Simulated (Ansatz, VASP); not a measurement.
**One calculation of Si, two programs**

INCAR

```
PREC = Accurate
ENCUT = 520
EDIFF = 1E-6
ISMEAR = 0
SIGMA = 0.15
LREAL = F
LASPH = T
NELM = 80
ALGO = Normal
ISIF = 2
LWAVE = F
LCHARG = F
GGA = CA
NBANDS = 8
```

File KPOINTS:

```
Automatic mesh
0
Gamma
  24 24 24
```

Contents of POSCAR:

```
Si
1.0
    2.6084914272      0.0000000000      0.0000000000
   -1.3042457136      2.2590198415      0.0000000000
    0.0000000000      0.0000000000      2.3472231457
Si
1
Direct
    0.0000000000      0.0000000000      0.0000000000
```

Input for Ansatz:

```yaml
crystal:
  lattice:
    - [2.6084914272, 0.0, 0.0]
    - [-1.3042457136, 2.2590198415, 0.0]
    - [0.0, 0.0, 2.3472231457]
  atoms:
    - { symbol: Si, position: [0.0, 0.0, 0.0] }
basis:
  ecutwfc: 420
kpoints:
  mp_grid: { grid: [24, 24, 24] }
hamiltonian:
  xc: lda
scf:
  occupations: { method: gaussian, width: 0.15 }
output:
  forces: true
  stress: true
  eigenvalues: true
```

Change from the starting cell: strain +0.000 along x and y, -0.050 along z, atoms carried along.

Alike in both runs: task single point; functional LDA; k mesh 24 × 24 × 24; occupations gaussian, width 0.15 eV; no spin polarisation.

|  | VASP | Ansatz |
| --- | --- | --- |
| version | VASP 6.6.1 | Ansatz 0.2.0 |
| potentials or method | VASP PAW LDA potentials, release 64 (Si) | scalar-relativistic, plane waves, PAW |
| plane-wave cutoff (eV) | 520 | 420 |
| valence electrons in the cell | 4 | 4 |

VASP gave:

| Item | Value |
| --- | --- |
| gap on the k mesh at the Fermi level (eV) | none |
| pressure (GPa) | 7.9 |
| largest component of the traceless stress (GPa) | 9.03 |

Question: Estimate Ansatz's values.

Answer: gap on the k mesh at the Fermi level (eV): none; pressure (GPa): 7.8; largest component of the traceless stress (GPa): 9.00.

A gap of «none» marks a metal or a gap that the smearing closes.
